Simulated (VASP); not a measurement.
**CdF2: structure and properties in VASP**

Aim: relax CdF2, then compute properties on the relaxed cell. The steps: full relaxation (r2SCAN), density, ELF and potential (r2SCAN), bands along the symmetry lines (r2SCAN), total and projected DOS (r2SCAN), zone-centre phonons (r2SCAN) and dielectric tensor and Born charges (r2SCAN). The start is a cell from a database of measured crystal structures.

Method: r2SCAN; plane waves and PAW (Cd, F), in VASP 6.6.1.

Most raw output is cut from this account.

## 1. The structure

Before any relaxation, the start is as follows. It takes space group Fm-3m (No. 225, cubic). Conventional cell: a = 5.388 Å, b = 5.388 Å, c = 5.388 Å, α = 90.00°, β = 90.00°, γ = 90.00°. Nearest to Cd lie 8 F at 2.33 Å. F has 4 Cd at 2.33 Å nearest. Farther neighbours and most contacts between anions are not listed.

Structure file:

```xyz
3
Lattice="0.0000 2.6940 2.6940 2.6940 0.0000 2.6940 2.6940 2.6940 0.0000" Properties=species:S:1:pos:R:3 pbc="T T T"
Cd    0.0000    0.0000    0.0000
F     1.3470    1.3470    1.3470
F     4.0410    4.0410    4.0410
```

## 2. Full relaxation (r2SCAN)

The start need not lie at this functional's minimum. ISIF = 3 frees volume, shape and positions, and EDIFFG sets the threshold on forces and stress at which the search stops. r2SCAN adds the kinetic-energy density, costs more than a GGA and is run with LASPH.

INCAR reads:

```
SYSTEM = CdF2
PREC = Accurate
ENCUT = 520
EDIFF = 1E-06
NELM = 100
ISMEAR = 0
SIGMA = 0.05
LREAL = .FALSE.
ALGO = Normal
METAGGA = R2SCAN
LASPH = .TRUE.
NBANDS = 19
LORBIT = 11
LWAVE = .FALSE.
LCHARG = .FALSE.
KPAR = 2
IBRION = 2
NSW = 60
ISIF = 3
EDIFFG = -0.01
```

POSCAR reads:

```
CdF2
1.0
    0.0000000000      2.6940000000      2.6940000000
    2.6940000000      0.0000000000      2.6940000000
    2.6940000000      2.6940000000      0.0000000000
Cd F
1 2
Direct
    0.0000000000      0.0000000000      0.0000000000
    0.2500000000      0.2500000000      0.2500000000
    0.7500000000      0.7500000000      0.7500000000
```

KPOINTS reads:

```
Automatic mesh
0
Gamma
7 7 7
0 0 0
```

The projector-augmented-wave data sets are Cd and F (PBE family, release 64).

Command:

```sh
$ mpirun -np 2 vasp_std
```

Wall time 53 s (2 MPI ranks of AMD EPYC 9R45, shared host); peak memory 0.3 GiB.

The gap is read on the k-mesh alone, so it is an upper bound where the band edges lie off the mesh. The PAW data sets were made with PBE, which is usual practice but a small mismatch for other functionals. The run keeps the 48 symmetry operations of its start, so it cannot find a distortion of lower symmetry.

Relaxation path:

| step | energy less that of the first step (eV) | largest force (eV/Å) | pressure (GPa) | volume (Å³) |
| --- | --- | --- | --- | --- |
| 1 | 0.0000 | 0.0000 | 1.01 | 39.10 |
| 2 | -0.0009 | 0.0000 | -0.40 | 39.57 |
| 3 | -0.0010 | 0.0000 | 0.00 | 39.44 |

| conventional cell, symmetrised | before | after | change |
| --- | --- | --- | --- |
| a (Å) | 5.388 | 5.403 | +0.3 % |
| b (Å) | 5.388 | 5.403 | +0.3 % |
| c (Å) | 5.388 | 5.403 | +0.3 % |
| volume (Å³/atom) | 13.03 | 13.15 | +0.9 % |

Final coordinates:

```
Cd F
1.0
     0.00000    2.70165    2.70165
     2.70165    0.00000    2.70165
     2.70165    2.70165    0.00000
Cd F
1 2
Direct
  0.00000 0.00000 0.00000
  0.25000 0.25000 0.25000
  0.75000 0.75000 0.75000
```

This step gave:

```
electrons                       : 26
bands                           : 19
irreducible k-points            : 20
symmetry operations             : 48
free energy (TOTEN)             : -33.72 eV
Fermi energy                    : -1.719 eV
pressure                        : -0.001395 GPa
metallic                        : no
valence top at k                : -0.2857, 0.4286, 0.1429
conduction bottom at k          : 0, 0, 0
least direct gap at k           : 0, 0, 0
SCF cycles over all ionic steps : 29
gap on the k-mesh               : 3.779 eV
least direct gap on the k-mesh  : 4.234 eV
```

It ends with forces that vanish by symmetry and a pressure of 0.00 GPa. The volume lies +0.9 % from that of the database's start.

## 3. Density, ELF and potential (r2SCAN)

A single point on the relaxed cell gives a clean self-consistent state, with density, ELF and potential written out.

Changes to INCAR since step 2:

```diff
@@ -14,7 +14,5 @@
 LWAVE = .FALSE.
-LCHARG = .FALSE.
-KPAR = 2
-IBRION = 2
-NSW = 60
-ISIF = 3
-EDIFFG = -0.01
+LCHARG = .TRUE.
+ISIF = 2
+LELF = .TRUE.
+LVHAR = .TRUE.
```

POSCAR reads:

```
CdF2
1.0
    0.0000000000      2.7016506715      2.7016506715
    2.7016506715      0.0000000000      2.7016506715
    2.7016506715      2.7016506715      0.0000000000
Cd F
1 2
Direct
    0.0000000000      0.0000000000      0.0000000000
    0.2500000000      0.2500000000      0.2500000000
    0.7500000000      0.7500000000      0.7500000000
```

KPOINTS is that of step 2.

Command:

```sh
$ mpirun -np 2 vasp_std
```

It took 28 s on 2 MPI ranks; peak memory 0.24 GiB; 54 s of CPU time.

This step gave:

```
SCF cycles   : 16
bands        : 20
Fermi energy : -1.702 eV
pressure     : 0.01520 GPa
```

Valence electrons inside each PAW sphere by angular momentum. Sphere charges, by row:

| atom | s (e) | p (e) | d (e) | tot (e) |
| --- | --- | --- | --- | --- |
| Cd1 | 0.206 | 0.179 | 9.704 | 10.09 |
| F2 | 1.742 | 4.371 | 0 | 6.114 |
| F3 | 1.742 | 4.371 | 0 | 6.114 |

Electrostatic potential energy in the ac plane of a cell with a along [110], b along [-110] and c along [001] of the cube at fractional y = 0.000, with atoms of Cd and F within 0.2 Å of it. With pseudopotentials it is smooth inside the atoms' cores, unlike the true potential.

Values in eV, 8 rows by 16 columns, each cell a mean:
```
 -9  -7   0   5   5   3  -5  -9  -9  -7   0   5   5   3  -5  -9
 -2   2   2 -31 -40  -6   3  -1  -2   2   2 -31 -40  -6   3  -1
  6   7   5 -20 -27   0   7   7   6   7   5 -20 -27   0   7   7
  7   7   7   7   7   7   7   7   7   7   7   7   7   7   7   7
  7   7   7   6   5   7   7   7   7   7   7   6   5   7   7   7
  5   6   3 -31 -40  -5   7   6   5   6   3 -31 -40  -5   7   6
 -5  -1   2 -20 -28  -2   1  -4  -5  -1   2 -20 -28  -2   1  -4
 -9  -8  -1   6   6   3  -6  -9  -9  -8  -1   6   6   3  -6  -9
```
Columns run along a (7.6 Å; values clipped at the 3rd and 97th percentile), rows up along c (5.4 Å), edges of the conventional cell, whose origin can differ from the input's. Atoms in or near the plane, at fractional coordinates: Cd at (0.00, 0.00), Cd at (0.50, 0.00), F at (0.25, 0.25), F at (0.75, 0.25), F at (0.25, 0.75), F at (0.75, 0.75).

Valence density in the ac plane of a cell with a along [110], b along [-110] and c along [001] of the cube at fractional y = 0.000, with atoms of Cd and F within 0.2 Å of it. It is the smooth field of the valence electrons, not physical close to the nuclei.

Ten even steps from '0' (0 e/Å³) to '9' (12 e/Å³), each cell a mean:
```
530000000354100000014
210001000121000110001
000036300000001551000
000059500000002882000
000023100000001330000
000000000000000000000
000000000000000000000
000000000000000000000
000001000000000110000
000036300000001551000
000059500000002882000
000023100000001331000
320000000232100000013
731000001475200000026
```
Columns run along a (7.6 Å), rows up along c (5.4 Å), edges of the conventional cell, whose origin can differ from the input's. Atoms in or near the plane, at fractional coordinates: Cd at (0.00, 0.00), Cd at (0.50, 0.00), F at (0.25, 0.25), F at (0.75, 0.25), F at (0.25, 0.75), F at (0.75, 0.75).

ELF in the ac plane of a cell with a along [110], b along [-110] and c along [001] of the cube at fractional y = 0.000, with atoms of Cd and F within 0.2 Å of it. It is the smooth field of the valence electrons, not physical close to the nuclei.

Values, 8 rows by 16 columns, each cell a mean:
```
0.07 0.17 0.14 0.36 0.42 0.21 0.17 0.10 0.07 0.17 0.14 0.36 0.42 0.21 0.17 0.10
0.15 0.11 0.52 0.76 0.72 0.68 0.19 0.13 0.15 0.11 0.52 0.76 0.72 0.68 0.19 0.13
0.02 0.11 0.55 0.75 0.76 0.68 0.23 0.03 0.02 0.11 0.55 0.75 0.76 0.68 0.23 0.03
0.00 0.02 0.12 0.24 0.26 0.15 0.04 0.01 0.00 0.02 0.12 0.24 0.26 0.15 0.04 0.01
0.01 0.03 0.20 0.40 0.44 0.29 0.08 0.01 0.01 0.03 0.20 0.40 0.44 0.29 0.08 0.01
0.03 0.12 0.61 0.76 0.72 0.73 0.26 0.03 0.03 0.12 0.61 0.76 0.72 0.73 0.26 0.03
0.17 0.14 0.42 0.74 0.76 0.59 0.15 0.17 0.17 0.14 0.42 0.74 0.76 0.59 0.15 0.17
0.03 0.15 0.13 0.21 0.24 0.11 0.18 0.06 0.03 0.15 0.13 0.21 0.24 0.11 0.18 0.06
```
Columns run along a (7.6 Å), rows up along c (5.4 Å), edges of the conventional cell, whose origin can differ from the input's. Atoms in or near the plane, at fractional coordinates: Cd at (0.00, 0.00), Cd at (0.50, 0.00), F at (0.25, 0.25), F at (0.75, 0.25), F at (0.25, 0.75), F at (0.75, 0.75).

In this run the pressure is 0.02 GPa, small enough to go on.

## 4. Bands along the symmetry lines (r2SCAN)

The mesh alone shows little of the dispersion and can miss band extrema, so KPOINTS_OPT adds a path through the symmetry points after the self-consistent cycle.

INCAR reads:

```
SYSTEM = CdF2
PREC = Accurate
ENCUT = 520
EDIFF = 1E-06
NELM = 100
ISMEAR = 0
SIGMA = 0.05
LREAL = .FALSE.
ALGO = Normal
METAGGA = R2SCAN
LASPH = .TRUE.
NBANDS = 26
LORBIT = 11
LWAVE = .FALSE.
LCHARG = .FALSE.
KPAR = 2
```

POSCAR is that of step 3.

KPOINTS is that of step 3.

KPOINTS_OPT reads:

```
Line mode
16
Line-mode
Reciprocal
  0.00000000   0.00000000   0.00000000 GAMMA
  0.50000000   0.00000000   0.50000000 X

  0.50000000   0.00000000   0.50000000 X
  0.50000000   0.25000000   0.75000000 W

  0.50000000   0.25000000   0.75000000 W
  0.37500000   0.37500000   0.75000000 K

  0.37500000   0.37500000   0.75000000 K
  0.00000000   0.00000000   0.00000000 GAMMA

  0.00000000   0.00000000   0.00000000 GAMMA
  0.50000000   0.50000000   0.50000000 L

  0.50000000   0.50000000   0.50000000 L
  0.62500000   0.25000000   0.62500000 U

  0.62500000   0.25000000   0.62500000 U
  0.50000000   0.25000000   0.75000000 W

  0.50000000   0.25000000   0.75000000 W
  0.50000000   0.50000000   0.50000000 L

  0.50000000   0.50000000   0.50000000 L
  0.37500000   0.37500000   0.75000000 K

  0.62500000   0.25000000   0.62500000 U
  0.50000000   0.00000000   0.50000000 X
```

Command:

```sh
$ mpirun -np 2 vasp_std
```

Elapsed: 1.9 min, on 2 MPI ranks; peak memory 0.32 GiB.

Spin-orbit coupling is off here; it would split degenerate levels.

Numbers from this step:

```
bands                             : 26
Fermi energy                      : -1.749 eV
pressure                          : 0.009653 GPa
least gap on mesh and path        : 3.720 eV
least direct gap on mesh and path : 4.234 eV
valence top at k                  : 0.5, 0.25, 0.75
```

Electronic bands along the path, in eV, zero at the valence-band top; v1 is the highest filled band, c1 the lowest empty one:

| point | v4 | v3 | v2 | v1 | c1 | c2 |
| --- | --- | --- | --- | --- | --- | --- |
| Γ | -0.97 | -0.51 | -0.51 | -0.51 | 3.72 | 13.57 |
| 0.47 of the way | -1.73 | -0.51 | -0.34 | -0.34 | 5.72 | 11.46 |
| X | -2.93 | -0.50 | -0.09 | -0.09 | 8.80 | 10.50 |
| 0.47 of the way | -2.52 | -0.54 | -0.48 | -0.05 | 8.83 | 11.02 |
| W | -1.51 | -1.51 | -0.59 | 0.00 | 8.87 | 11.84 |
| 0.53 of the way | -2.04 | -1.05 | -0.51 | -0.07 | 8.80 | 11.62 |
| K | -2.30 | -0.94 | -0.34 | -0.20 | 8.75 | 11.55 |
| 0.47 of the way | -1.47 | -1.21 | -0.44 | -0.40 | 6.48 | 11.17 |
| Γ | -0.97 | -0.51 | -0.51 | -0.51 | 3.72 | 13.57 |
| 0.47 of the way | -1.31 | -1.02 | -0.47 | -0.47 | 5.38 | 11.63 |
| L | -1.82 | -1.82 | -0.41 | -0.41 | 7.92 | 9.67 |
| 0.53 of the way | -2.08 | -1.40 | -0.40 | -0.32 | 8.26 | 10.26 |
| U | -2.30 | -0.94 | -0.34 | -0.20 | 8.75 | 11.55 |
| 0.53 of the way | -1.98 | -1.09 | -0.53 | -0.05 | 8.81 | 11.65 |
| W | -1.51 | -1.51 | -0.59 | 0.00 | 8.87 | 11.84 |
| 0.53 of the way | -1.86 | -1.48 | -0.46 | -0.27 | 8.27 | 10.27 |
| L | -1.82 | -1.82 | -0.41 | -0.41 | 7.92 | 9.67 |
| 0.53 of the way | -2.08 | -1.40 | -0.40 | -0.32 | 8.26 | 10.26 |
| K | -2.30 | -0.94 | -0.34 | -0.20 | 8.75 | 11.55 |
| jump to U | -2.30 | -0.94 | -0.34 | -0.20 | 8.75 | 11.55 |
| 0.53 of the way | -2.69 | -0.54 | -0.22 | -0.12 | 8.81 | 10.76 |
| X | -2.93 | -0.50 | -0.09 | -0.09 | 8.80 | 10.50 |

Of the projections kept (Cd, F), the largest for each band there; the rest of the weight can lie on other orbitals:

| point | v4 | v3 | v2 | v1 | c1 | c2 |
| --- | --- | --- | --- | --- | --- | --- |
| Γ | F 0.98 | F 0.65 | F 0.65 | F 0.65 | Cd 0.77 | Cd 0.99 |
| X | F 0.94 | F 1.00 | F 0.87 | F 0.87 | Cd 0.72 | Cd 0.75 |
| W | F 0.82 | F 0.82 | F 1.00 | F 0.87 | Cd 0.69 | F 0.70 |
| K | F 0.66 | F 0.95 | F 0.93 | F 0.84 | Cd 0.69 | F 0.67 |
| Γ | F 0.98 | F 0.65 | F 0.65 | F 0.65 | Cd 0.77 | Cd 0.99 |
| L | F 0.96 | F 0.96 | F 0.73 | F 0.73 | Cd 0.63 | F 0.63 |

The path lowers the gap by 0.06 eV against the mesh alone, so a band edge lies off the mesh.

## 5. Total and projected DOS (r2SCAN)

A density of states needs more k-points than a total energy; ISMEAR = -5 takes tetrahedra, and LORBIT projects the states on the PAW spheres. The mesh is finer than in the run before.

Changes to INCAR since step 4:

```diff
@@ -5,3 +5,3 @@
 NELM = 100
-ISMEAR = 0
+ISMEAR = -5
 SIGMA = 0.05
@@ -16 +16,2 @@
 KPAR = 2
+NEDOS = 2001
```

POSCAR is that of step 4.

KPOINTS reads:

```
Automatic mesh
0
Gamma
11 11 11
0 0 0
```

Command:

```sh
$ mpirun -np 2 vasp_std
```

Elapsed: 81 s, on 2 MPI ranks; peak memory 0.34 GiB.

Numbers from this step:

- irreducible k-points: 56
- Fermi energy: -1.953 eV
- pressure: 0.01039 GPa
- valence top at k: -0.2727, 0.4545, 0.1818
- gap on the k-mesh: 3.743 eV

The density of states has structure finer than the step of the table below, so its rows give means over 1 eV, whole bins alone (the curve runs from -12.0 to 11.7 eV). Peaks (eV: height): total -5.1: 12.8, -4.3: 19.5, -1.8: 5.29, -0.5: 14.1; F p -5.1: 1.96, -1.8: 3.52, -0.5: 9.84; Cd d -5.1: 8.99, -4.3: 18.2, -0.5: 2.21; Cd s -3.2: 0.314, 8.7: 0.659, 10.8: 0.233; Cd p -5.1: 0.0475, -1.8: 0.145, 10.8: 0.382.

States under -12.0 eV and over 11.7 eV are left out. Table of density of states by energy, zero at the valence-band top; means over each step; values in states/eV/cell:

| energy (eV) | total | F p | Cd d | Cd s | Cd p |
| --- | --- | --- | --- | --- | --- |
| -7 | 0 | 0 | 0 | 0 | 0 |
| -6 | 0.0806 | 0.0143 | 0.0557 | 0 | 4.9e-5 |
| -5 | 5.88 | 0.743 | 4.48 | 0.0149 | 0.0108 |
| -4 | 4.01 | 0.118 | 3.69 | 0.00397 | 0.00211 |
| -3 | 2.00 | 1.08 | 0.252 | 0.147 | 0.0182 |
| -2 | 3.70 | 2.35 | 0.383 | 0.0220 | 0.102 |
| -1 | 2.60 | 1.80 | 0.291 | 0.00607 | 0.0321 |
| 0 | 3.67 | 2.61 | 0.545 | 2.5e-4 | 0.00230 |
| 1 | 0 | 0 | 0 | 0 | 0 |
| 2 | 0 | 0 | 0 | 0 | 0 |
| 3 | 0 | 0 | 0 | 0 | 0 |
| 4 | 0.0300 | 0.00195 | 0 | 0.0108 | 2.1e-4 |
| 5 | 0.119 | 0.0151 | 9.3e-5 | 0.0406 | 0.00178 |
| 6 | 0.225 | 0.0399 | 4.0e-4 | 0.0756 | 0.00481 |
| 7 | 0.393 | 0.0829 | 9.2e-4 | 0.142 | 0.00885 |
| 8 | 0.839 | 0.196 | 0.00189 | 0.368 | 0.0112 |
| 9 | 0.390 | 0.0913 | 9.4e-4 | 0.197 | 0.00216 |
| 10 | 0.313 | 0.0520 | 0.00218 | 0.0141 | 0.0386 |
| 11 | 1.47 | 0.162 | 0.0213 | 0.114 | 0.209 |

The gap on this mesh is 3.74 eV. In the top eV of the valence band the largest shares in the PAW spheres are F p 71 % and Cd d 14 %. The rest lies in smaller channels or between the spheres.

## 6. Zone-centre phonons (r2SCAN)

Zone-centre modes test whether the atoms sit at a minimum within this cell. IBRION = 6 takes the force constants from differences of forces between displaced cells, so the forces must be tight.

INCAR reads:

```
SYSTEM = CdF2
PREC = Accurate
ENCUT = 520
EDIFF = 1E-08
NELM = 100
ISMEAR = 0
SIGMA = 0.05
LREAL = .FALSE.
ALGO = Normal
METAGGA = R2SCAN
LASPH = .TRUE.
NBANDS = 19
LORBIT = 11
LWAVE = .FALSE.
LCHARG = .FALSE.
KPAR = 2
IBRION = 6
NFREE = 2
POTIM = 0.015
ISIF = 2
NSW = 1
```

POSCAR is that of step 5.

KPOINTS reads:

```
Automatic mesh
0
Gamma
7 7 7
0 0 0
```

Command:

```sh
$ mpirun -np 2 vasp_std
```

The job ended after 2.6 min (2 MPI ranks; peak memory 0.39 GiB; 5.2 min of CPU time).

The last energy, forces, stress and levels in OUTCAR belong to the last displaced cell, not to the cell of POSCAR.

This step gave:

| Property | Result |
| --- | --- |
| bands | 19 |
| irreducible k-points | 20 |
| pressure of the cell | 0.01984 GPa |
| largest force of the cell | 0 eV/Å |

Transverse limit, no LO-TO splitting. The modes at Γ (shares of kinetic energy by element, %):

| mode | frequency (cm⁻¹) | symmetry | Cd % | F % |
| --- | --- | --- | --- | --- |
| 1 | -1.9 | acoustic | 74 | 26 |
| 2 | -1.9 | acoustic | 74 | 26 |
| 3 | -1.9 | acoustic | 74 | 26 |
| 4 | 230.8 | T1u | 26 | 74 |
| 5 | 230.8 | T1u | 26 | 74 |
| 6 | 230.8 | T1u | 26 | 74 |
| 7 | 315.4 | T2g | 0 | 100 |
| 8 | 315.4 | T2g | 0 | 100 |
| 9 | 315.4 | T2g | 0 | 100 |

Displacements in mode 4 (230.8 cm⁻¹), the largest set to 1:
```
Cd1  0.00  0.00  0.34
F2   0.00  0.00 -1.00
F3   0.00  0.00 -1.00
```

Displacements in mode 8 (315.4 cm⁻¹), the largest set to 1:
```
Cd1  0.00  0.00  0.00
F2   0.00  0.00 -1.00
F3   0.00  0.00  1.00
```

The three acoustic modes lie within 1.9 cm⁻¹ of zero, and all others are real. By the characters of their eigenvectors the optical modes sort into (cm⁻¹) Raman active: T2g 315; infrared active: T1u 231. With a centre of inversion no mode is active in both.

## 7. Dielectric tensor and Born charges (r2SCAN)

The response to a static field gives the electronic dielectric tensor and the Born charges. It needs tightly converged orbitals, hence the small EDIFF.

INCAR reads:

```
SYSTEM = CdF2
PREC = Accurate
ENCUT = 520
EDIFF = 1E-07
NELM = 100
ISMEAR = 0
SIGMA = 0.01
LREAL = .FALSE.
ALGO = Normal
METAGGA = R2SCAN
LASPH = .TRUE.
NBANDS = 19
LORBIT = 11
LWAVE = .FALSE.
LCHARG = .FALSE.
LCALCEPS = .TRUE.
LPEAD = .TRUE.
```

POSCAR is that of step 6.

KPOINTS reads:

```
Automatic mesh
0
Gamma
6 6 6
0 0 0
```

Command:

```sh
$ mpirun -np 2 vasp_std
```

Run time: 12 min. Hardware: 2 MPI ranks; peak memory 0.47 GiB; 24 min of CPU time.

Energies printed during the response cycles are not total energies of the cell.

Numbers from this step:

```
bands                : 20
irreducible k-points : 16
```

Electronic dielectric tensor with local fields:

```
2.60 0.00 0.00
0.00 2.60 0.00
0.00 0.00 2.60
```

Born effective charge (e), principal values of the symmetric part by kind of site:

| atom | atoms with these values | low | middle | high | mean |
| --- | --- | --- | --- | --- | --- |
| Cd1 | 1 | 2.44 | 2.44 | 2.44 | 2.44 |
| F2 | 2 | -1.22 | -1.22 | -1.22 | -1.22 |

In full for Cd1:

```
2.44 0.00 0.00
0.00 2.44 0.00
0.00 0.00 2.44
```

The Born charges sum to zero; the printed set may have that rule imposed, so this is no test. Born charges and mode vectors give each infrared mode its dipole; summed over the modes, dipole squared over frequency squared adds 4.90 to the electronic 2.60, for a mean static constant of 7.50. With one infrared mode the Lyddane-Sachs-Teller relation, LO/TO = (ε0/ε∞)^½, puts the longitudinal line at 393 cm⁻¹. The mean Born charge of F, -1.22 e, exceeds its nominal -1, the mark of charge that flows along bonds as atoms move.

## 8. Summary of results

- relaxed volume: 13.15 Å³/atom
- relaxed conventional cell a, b, c: 5.403, 5.403, 5.403 Å
- space group after relaxing, within 0.02 Å: Fm-3m (No. 225)
- band gap: 3.72 eV, indirect (least direct gap of that run 4.23 eV)
- gap among the points of the DOS mesh alone, an upper bound: 3.74 eV
- highest zone-centre mode: 315 cm⁻¹
- static dielectric constant from modes and Born charges, mean: 7.50
- LO mode by the Lyddane-Sachs-Teller relation: 393 cm⁻¹
- electronic dielectric constant, mean: 2.60

In words: With r2SCAN, CdF2 relaxes to 13.15 Å³/atom in space group Fm-3m (held by the symmetry of the run) and has an indirect gap of 3.72 eV. Against the listed cell the volume lies +0.9 %. Bands along the symmetry lines (r2SCAN): On this path the gap is indirect, 3.72 eV, with the valence top at W and the conduction bottom at Γ. The least direct gap is 4.23 eV. Zone-centre phonons (r2SCAN): The highest mode in this list at Γ, 315.4 cm⁻¹, is mostly motion of F (100 % of the kinetic energy). Dielectric tensor and Born charges (r2SCAN): The electronic dielectric tensor with local fields is isotropic, 2.60. Dielectric tensor and Born charges (r2SCAN): Mean Born effective charge: Cd1 2.44, F2 -1.22 e. Semilocal functionals usually underestimate gaps. Spin-orbit coupling is left out; it would split some degenerate bands. Modes at Γ alone can't show that the crystal is stable at other wave vectors, and the LO-TO splitting is not included. No search among competing phases was made, and a listed structure need not be the one stable at ambient conditions. All values are for a static lattice at zero temperature.

[Lines on the potential files, build, host, timing and source positions are cut from VASP's logs without a mark.]

[Logs are printed without paths, hosts, clocks, repeated set-up lines and the standing remarks that a program may print on its own settings, such as how far it seeks lower states.]

[Hosts, paths, dates, database ids (printed as entryN), source tags and the programs' standing remarks are cut or masked in the printed files.]

[A measured line is paired with the nearest computed mode of its activity, which favours agreement.]
